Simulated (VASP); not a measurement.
# MnPt: structure and properties in VASP, part 2 of 8

Wanted: the relaxed cell of MnPt and its properties. The start is a cell from a database of measured crystal structures.

VASP 6.6.1, plane waves and PAW; the level of theory is named at each step.

So far, largest spin moment in the PAW sphere (μB): step 2 (magnetic order: ferromagnetic) 3.73; step 3 (magnetic order: antiferromagnetic, q = (0, 0, 1/2)) 3.71.

## (4) Magnetic order: antiferromagnetic, q = (1/2, 1/2, 1/2)

Level of this step: PBEsol with D3(BJ), spin-polarised from an antiferromagnetic start; plane waves and PAW (Mn_pv, Pt) (VASP).

Next, a pattern with opposite moments, which needs a doubled cell; q is given in the reciprocal vectors of the primitive cell.

The input, INCAR:

```
SYSTEM = MnPt
PREC = Accurate
ENCUT = 400
EDIFF = 1E-06
NELM = 100
ISMEAR = 1
SIGMA = 0.2
LREAL = .FALSE.
ALGO = Normal
GGA = PS
IVDW = 12
NBANDS = 31
ISPIN = 2
MAGMOM = 4 -4 0 0
LASPH = .TRUE.
LMAXMIX = 4
LORBIT = 11
LWAVE = .FALSE.
LCHARG = .FALSE.
KPAR = 4
ISIF = 2
```

The input, POSCAR:

```
MnPt
1.0
    5.6600000000      0.0000000000      0.0000000000
    2.8300000000      2.8300000000      0.0000000000
    2.8300000000      0.0000000000      3.6600000000
Mn Pt
2 2
Direct
    0.0000000000      0.0000000000      0.0000000000
    0.5000000000      0.0000000000      0.0000000000
    0.7500000000      0.5000000000      0.5000000000
    0.2500000000      0.5000000000      0.5000000000
```

The input, KPOINTS:

```
Automatic mesh
0
Gamma
8 8 8
0 0 0
```

PAW data sets: Mn_pv and Pt (PBE family, release 64).

Run with:

```console
mpirun -np 4 vasp_std
```

The program printed:

```text
[... set-up lines as in an earlier step ...]
 entering main loop
       N       E                     dE             d eps       ncg     rms          rms(c)
DAV:   1     0.414034973101E+03    0.41403E+03   -0.21710E+04  7788   0.145E+03
DAV:   2    -0.150814080964E+02   -0.42912E+03   -0.40130E+03  7736   0.420E+02
DAV:   3    -0.375516915084E+02   -0.22470E+02   -0.21396E+02  8298   0.106E+02
DAV:   4    -0.379537725391E+02   -0.40208E+00   -0.40086E+00  7981   0.140E+01
DAV:   5    -0.379608631462E+02   -0.70906E-02   -0.70899E-02  8318   0.200E+00    0.223E+01
DAV:   6    -0.374913642178E+02    0.46950E+00   -0.31971E+01  7597   0.575E+01    0.229E+01
DAV:   7    -0.349852119830E+02    0.25062E+01   -0.20345E+01  8365   0.545E+01    0.100E+01
DAV:   8    -0.347401975313E+02    0.24501E+00   -0.17549E+00  7955   0.127E+01    0.459E+00
DAV:   9    -0.347493626015E+02   -0.91651E-02   -0.27032E-01  8284   0.459E+00    0.271E+00
DAV:  10    -0.347455212924E+02    0.38413E-02   -0.41382E-02  7911   0.163E+00    0.128E+00
DAV:  11    -0.347483703831E+02   -0.28491E-02   -0.64218E-03  8038   0.743E-01    0.226E-01
DAV:  12    -0.347486117944E+02   -0.24141E-03   -0.64144E-04  7848   0.220E-01    0.112E-01
DAV:  13    -0.347486199188E+02   -0.81244E-05   -0.13728E-04  7929   0.126E-01    0.418E-02
DAV:  14    -0.347486219722E+02   -0.20535E-05   -0.26968E-05  8175   0.422E-02    0.210E-02
DAV:  15    -0.347486214813E+02    0.49097E-06   -0.96826E-06  7710   0.342E-02
   1 F= -.36679324E+02 E0= -.36680423E+02  d E =0.329711E-02  mag=    -0.0000
```

Elapsed: 33 s, on 4 MPI ranks of Intel Xeon 6975P-C (Granite Rapids), shared host; peak memory 1.1 GiB; 2.1 min of CPU time.

From OUTCAR (step 4):

```text
  LATTYP: Found a body centered tetragonal cell.
 ALAT       =     4.0022243815
 C/A-ratio  =     1.8289829111

The static configuration has the point symmetry D_4h.

 Found     59 irreducible k-points:

   k-points           NKPTS =     59   k-points in BZ     NKDIM =     59   number of bands    NBANDS=     31

   dimension x,y,z NGX =    40 NGY =   28 NGZ =   30
   dimension x,y,z NGXF=    80 NGYF=   56 NGZF=   60

   ENCUT  =  400.0 eV  29.40 Ry    5.42 a.u.   9.23  6.53  7.54*2*pi/ulx,y,z

   NELECT =      46.0000    total number of electrons

 E-fermi :   9.3196

 spin component 1
 k-point     1 :       0.0000    0.0000    0.0000
  band No.  band energies     occupation
    ...
     17       7.5193      1.00000
     18       7.5193      1.00000
     19       7.8086      1.00000
     20       7.9805      1.00000
     21       8.2482      1.00000
     22       9.6821     -0.01396
     23      10.5316     -0.00000
     24      10.8708     -0.00000
     25      10.8708     -0.00000
     26      11.1178     -0.00000
    ...

 k-point     2 :       0.1250    0.0000    0.0000
  band No.  band energies     occupation
    ...
     17       7.3439      1.00000
     18       7.4858      1.00000
     19       7.8338      1.00000
     20       7.9710      1.00000
     21       8.2151      1.00000
     22       9.4114      0.15326
     23      10.1119     -0.00000
     24      10.4679     -0.00000
     25      10.9405     -0.00000
     26      11.1099     -0.00000
    ...

 k-point     3 :       0.2500    0.0000    0.0000
  band No.  band energies     occupation
    ...
     19       7.5720      1.00000
     20       8.0128      1.00000
     21       8.0632      1.00000
     22       8.9590      1.01431
     23       9.0746      1.03546
     24      10.2741     -0.00000
     25      10.7877     -0.00000
     26      11.0862     -0.00000
     27      11.2090     -0.00000
     28      12.8871     -0.00000
    ...

 k-point     4 :       0.3750    0.0000    0.0000
  band No.  band energies     occupation
    ...
     19       7.6385      1.00000
     20       7.8337      1.00000
     21       7.9070      1.00000
     22       8.7447      1.00019
     23       8.8152      1.00105
     24      10.0297     -0.00000
     25      10.4958     -0.00000
     26      11.0154     -0.00000
     27      11.2902     -0.00000
     28      11.9101     -0.00000
    ...

 Edisp (eV)   -1.93070

  Total      -5.65923    -5.65923    -4.52793     0.00000     0.00000     0.00000
  in kB    -154.66222  -154.66222  -123.74474     0.00000     0.00000     0.00000
  external pressure =     -144.36 kB  Pullay stress =        0.00 kB

  energy-cutoff  :      400.00
  volume of cell :       58.63
      direct lattice vectors                 reciprocal lattice vectors
     5.660000000  0.000000000  0.000000000     0.176678445 -0.176678445 -0.136612022
     2.830000000  2.830000000  0.000000000     0.000000000  0.353356890  0.000000000
     2.830000000  0.000000000  3.660000000     0.000000000  0.000000000  0.273224044

 POSITION                                       TOTAL-FORCE (eV/Angst)
 -----------------------------------------------------------------------------------
      0.00000      0.00000      0.00000         0.000000     -0.000000      0.000000
      2.83000      0.00000      0.00000        -0.000000     -0.000000      0.000000
      7.07500      1.41500      1.83000         0.000000      0.000000     -0.000000
      4.24500      1.41500      1.83000        -0.000000      0.000000     -0.000000
 -----------------------------------------------------------------------------------
    total drift:                                0.000000     -0.000000     -0.000000

  FREE ENERGIE OF THE ION-ELECTRON SYSTEM (eV)
  ---------------------------------------------------
  free  energy   TOTEN  =       -36.6793240646 eV

  energy  without entropy=      -36.6826211739  energy(sigma->0) =      -36.68042310

 total charge
# of ion       s       p       d       tot
------------------------------------------
    1        0.316   6.261   4.951  11.528
    2        0.316   6.261   4.951  11.528
    3        0.701   0.606   8.038   9.345
    4        0.701   0.606   8.038   9.345
--------------------------------------------------
tot          2.034  13.734  25.979  41.747

 magnetization (x)
# of ion       s       p       d       tot
------------------------------------------
    1        0.035   0.026   3.562   3.622
    2       -0.035  -0.026  -3.562  -3.622
    3        0.000   0.000   0.000   0.000
    4        0.000   0.000   0.000   0.000
--------------------------------------------------
tot          0.000   0.000   0.000   0.000

[... 1 part as in an earlier step ...]

[... 6 further parts left out ...]
```

At this level the cell is under a tension of 14.4 GPa, so at these settings it is away from equilibrium.

Numbers from this step:

| Item | Value |
| --- | --- |
| irreducible k-points | 59 |
| free energy (TOTEN) | -36.68 eV |
| energy at zero smearing | -36.68 eV |
| Fermi energy | 9.320 eV |
| pressure | -14.44 GPa |

Spin moment in the PAW sphere by atom:

```csv
atom,spin moment in the PAW sphere (μB)
Mn1,3.62
Mn2,-3.62
Pt3,0.00
Pt4,0.00
```

The energy lies -130.9 meV an atom from the first pattern. The run ends antiferromagnetic with a largest moment of 3.62 μB, and the mesh shows no gap.

## (5) Magnetic order: antiferromagnetic, q = (1/2, 1/2, 0)

Next, a pattern with opposite moments, which needs a doubled cell; q is given in the reciprocal vectors of the primitive cell.

INCAR is that of step 4.

The input, POSCAR:

```
MnPt
1.0
    5.6600000000      0.0000000000      0.0000000000
    2.8300000000      2.8300000000      0.0000000000
    0.0000000000      0.0000000000      3.6600000000
Mn Pt
2 2
Direct
    0.0000000000      0.0000000000      0.0000000000
    0.5000000000      0.0000000000      0.0000000000
    0.0000000000      0.5000000000      0.5000000000
    0.5000000000      0.5000000000      0.5000000000
```

The input, KPOINTS:

```
Automatic mesh
0
Gamma
8 8 6
0 0 0
```

Run with:

```console
mpirun -np 4 vasp_std
```

The program printed:

```text
[... set-up lines as in an earlier step ...]
 entering main loop
       N       E                     dE             d eps       ncg     rms          rms(c)
DAV:   1     0.407775334304E+03    0.40778E+03   -0.21660E+04  8016   0.144E+03
DAV:   2    -0.154735359740E+02   -0.42325E+03   -0.39525E+03  7888   0.417E+02
DAV:   3    -0.379699880648E+02   -0.22496E+02   -0.21241E+02  8343   0.105E+02
DAV:   4    -0.383774127979E+02   -0.40742E+00   -0.40593E+00  8238   0.140E+01
DAV:   5    -0.383844903547E+02   -0.70776E-02   -0.70766E-02  8423   0.200E+00    0.225E+01
DAV:   6    -0.380350996056E+02    0.34939E+00   -0.31179E+01  7911   0.607E+01    0.255E+01
DAV:   7    -0.351418609786E+02    0.28932E+01   -0.20996E+01  8612   0.576E+01    0.107E+01
DAV:   8    -0.349237619825E+02    0.21810E+00   -0.17416E+00  7956   0.133E+01    0.494E+00
DAV:   9    -0.349171793737E+02    0.65826E-02   -0.26957E-01  8279   0.490E+00    0.282E+00
DAV:  10    -0.349047314092E+02    0.12448E-01   -0.55417E-02  8499   0.221E+00    0.134E+00
DAV:  11    -0.349090512343E+02   -0.43198E-02   -0.81458E-03  8149   0.772E-01    0.362E-01
DAV:  12    -0.349094978914E+02   -0.44666E-03   -0.18824E-03  8158   0.575E-01    0.125E-01
DAV:  13    -0.349095117466E+02   -0.13855E-04   -0.19371E-04  7869   0.160E-01    0.493E-02
DAV:  14    -0.349095192202E+02   -0.74736E-05   -0.44070E-05  8712   0.615E-02    0.188E-02
DAV:  15    -0.349095179866E+02    0.12336E-05   -0.88086E-06  7833   0.278E-02    0.374E-03
DAV:  16    -0.349095174570E+02    0.52961E-06   -0.74991E-07  4189   0.603E-03
   1 F= -.36840220E+02 E0= -.36840656E+02  d E =0.130657E-02  mag=    -0.0000
```

Run time: 27 s. Hardware: 4 MPI ranks; peak memory 1.1 GiB; 1.7 min of CPU time.

From OUTCAR (step 5):

```text
   k-points           NKPTS =     60   k-points in BZ     NKDIM =     60   number of bands    NBANDS=     31

   ENCUT  =  400.0 eV  29.40 Ry    5.42 a.u.   9.23  6.53  5.97*2*pi/ulx,y,z

   NELECT =      46.0000    total number of electrons

 E-fermi :   9.8586

 spin component 1
 k-point     1 :       0.0000    0.0000    0.0000
  band No.  band energies     occupation
    ...
     18       8.2137      1.00000
     19       9.0052      1.00000
     20       9.3237      1.00051
     21       9.3237      1.00051
     22       9.7358      0.92617
     23      10.6764     -0.00000
     24      10.6764     -0.00000
     25      11.1280     -0.00000
     26      11.1303     -0.00000
     27      11.3927     -0.00000
    ...

 k-point     2 :       0.1250    0.0000    0.0000
  band No.  band energies     occupation
    ...
     19       8.8430      1.00000
     20       8.9103      1.00000
     21       8.9176      1.00000
     22       9.3224      1.00050
     23       9.8209      0.65646
     24      10.7088     -0.00000
     25      11.1503     -0.00000
     26      11.3287     -0.00000
     27      11.4114     -0.00000
     28      11.8925     -0.00000
    ...

 Edisp (eV)   -1.93070

  Total      -5.61475    -5.61475    -4.53401     0.00000    -0.00000     0.00000
  in kB    -153.44663  -153.44663  -123.91088     0.00000    -0.00000     0.00000
  external pressure =     -143.60 kB  Pullay stress =        0.00 kB

 POSITION                                       TOTAL-FORCE (eV/Angst)
 -----------------------------------------------------------------------------------
      0.00000      0.00000      0.00000         0.000000      0.000000     -0.000000
      2.83000      0.00000      0.00000         0.000000      0.000000      0.000000
      1.41500      1.41500      1.83000        -0.000000     -0.000000     -0.000000
      4.24500      1.41500      1.83000        -0.000000      0.000000     -0.000000
 -----------------------------------------------------------------------------------
    total drift:                                0.000000      0.000000     -0.000000

  FREE ENERGIE OF THE ION-ELECTRON SYSTEM (eV)
  ---------------------------------------------------
  free  energy   TOTEN  =       -36.8402200403 eV

  energy  without entropy=      -36.8415266059  energy(sigma->0) =      -36.84065556

 magnetization (x)
# of ion       s       p       d       tot
------------------------------------------
    1        0.029   0.054   3.597   3.679
    2       -0.029  -0.054  -3.597  -3.679
    3        0.000   0.000   0.000   0.000
    4        0.000   0.000   0.000   0.000
--------------------------------------------------
tot         -0.000   0.000   0.000  -0.000

[... 1 part as in an earlier step ...]

[... 14 further parts left out ...]
```

This step gave:

```yaml
scf_cycles: 16
irreducible_k_points: 60
free_energy_toten: -36.84 eV
energy_at_zero_smearing: -36.84 eV
fermi_energy: 9.859 eV
pressure: -14.36 GPa
```

Spin moment in the PAW sphere by atom:

```csv
atom,spin moment in the PAW sphere (μB)
Mn1,3.68
Mn2,-3.68
Pt3,0.00
Pt4,0.00
```

The energy lies -171.0 meV an atom from the first pattern. The run ends antiferromagnetic with a largest moment of 3.68 μB, and the mesh shows no gap.

## (6) The orders side by side

This step: collinear orders at PBEsol; plane waves and PAW (VASP 6.6.1).

No new run; the numbers come from the runs before.

Patterns, by row:

```csv
start,atoms,energy less that of the first (meV/atom),largest site moment (μB),end state
ferromagnetic,2,0,3.73,ferromagnetic
"antiferromagnetic, q = (0, 0, 1/2)",4,-32.8,3.71,antiferromagnetic
"antiferromagnetic, q = (1/2, 1/2, 1/2)",4,-130.9,3.62,antiferromagnetic
"antiferromagnetic, q = (1/2, 1/2, 0)",4,-171,3.68,antiferromagnetic
```

The session goes on in the lowest magnetic state found: antiferromagnetic, q = (1/2, 1/2, 0). The next one lies 40.1 meV an atom higher.

[end of part 2 of 8]

[Lines on the potential files, build, host, timing and source positions are cut from VASP's logs without a mark.]

[Logs are printed without paths, hosts, clocks, repeated set-up lines and the standing remarks that a program may print on its own settings, such as how far it seeks lower states.]

[Hosts, paths, dates, database ids (printed as entryN), source tags and the programs' standing remarks are cut or masked in the printed files.]

[A measured line is paired with the nearest computed mode of its activity, which favours agreement.]
